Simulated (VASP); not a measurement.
Consider the following.

```yaml
crystal:
  lattice:
    - [-1.25070, 1.25070, 1.25070]
    - [1.25070, -1.25070, 1.25070]
    - [1.25070, 1.25070, -1.25070]
  atoms:
    - { symbol: Be, position: [0.00000, 0.00000, 0.00000] }
```

Computed with r2SCAN meta-GGA, VASP's PBE PAW potentials (set 64) (plane waves; VASP). Run with 530 eV cut-off, 18×18×18 Γ-centred mesh, first-order Methfessel-Paxton smearing of 0.10 eV, potentials Be.

Finite-difference elastic constants of metals are sensitive to mesh and smearing; shear constants can be off by tens of GPa.

**Question.** Give the elastic stiffness tensor with the ions relaxed (GPa, in the frame of the cell).

**Answer.** 
```tsv
	xx	yy	zz	yz	xz	xy
xx	201	88.2	88.2	0.0	0.0	0.0
yy	88.2	201	88.2	0.0	0.0	0.0
zz	88.2	88.2	201	0.0	0.0	0.0
yz	0.0	0.0	0.0	184	0.0	0.0
xz	0.0	0.0	0.0	0.0	184	0.0
xy	0.0	0.0	0.0	0.0	0.0	184
```

**Question.** Estimate the Hill bulk modulus, Hill shear modulus, Young's modulus, Poisson's ratio.

**Answer.** 
```yaml
hill_bulk_modulus: 126 GPa
hill_shear_modulus: 115 GPa
Young's modulus: 264 GPa
Poisson's ratio: 0.150
```

The structure was generated: Be was put into the bcc type (Im-3m), which need not be its known phase. It was relaxed first.
